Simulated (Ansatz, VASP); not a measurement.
**LuBe6 in VASP and in Ansatz**

```
Lu Be
1.0
     4.69913    0.00000    0.00000
     0.00000    4.69913    0.00000
     0.00000    0.00000    4.69913
Lu Be
1 6
Direct
  0.50000 0.50000 0.50000
  0.00000 0.00000 0.30377
  0.00000 0.00000 0.69623
  0.30377 0.00000 0.00000
  0.69623 0.00000 0.00000
  0.00000 0.30377 0.00000
  0.00000 0.69623 0.00000
```

Change from the starting cell: species swapped into the CaB6 type (Pm-3m, No. 221).

Alike in both runs: functional PBE; k mesh 8 × 8 × 8; occupations gaussian, width 0.1 eV; no spin polarisation.

Ansatz relaxed the structure, and its values are those at the end. VASP's run is a single point on that final structure, the one shown.

|  | VASP | Ansatz |
| --- | --- | --- |
| version | VASP 6.6.1 | Ansatz 0.2.0 |
| potentials or method | VASP PAW PBE potentials, release 64 (Lu, Be) | scalar-relativistic, plane waves, PAW |
| plane-wave cutoff (eV) | 520 | 420 |
| valence electrons in the cell | 37 | 37 |

|  | VASP | Ansatz | Ansatz less VASP |
| --- | --- | --- | --- |
| gap on the k mesh at the Fermi level (eV) | none | none | - |
| pressure (GPa) | 0.1 | 0.0 | -0.06 |
| rms of the force components (eV/Å) | 0.010 | 0.001 | -0.0098 |

A gap of «none» marks a metal or a gap that the smearing closes. The functional is the same, so the differences come from potentials, cutoffs and numerics.

The runs have no spin-orbit coupling, so splittings on Lu are missing.
